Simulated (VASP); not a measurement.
Data:

```
BP
1.0
    0.00000     2.26098     2.26098
    2.26098     0.00000     2.26098
    2.26098     2.26098     0.00000
B P
1 1
Direct
  0.00000   0.00000   0.00000
  0.25000   0.25000   0.25000
```

Level of theory: PBEsol GGA, VASP's PBE PAW potentials (set 64) (plane waves; VASP). Run with 520 eV cut-off, Gaussian smearing of 0.050 eV, potentials B P.

Predict the band gap (along the path) with the smallest direct gap where there is one.

band gap (along the path): 1.11 eV
smallest direct gap (along the path): 3.37 eV

Total energies compare only between runs with the same potentials, cut-off and functional.

The structure was generated: BP was put into the zinc blende type (F-43m), which need not be its known phase. It was relaxed first, which changed the volume by +8 %.
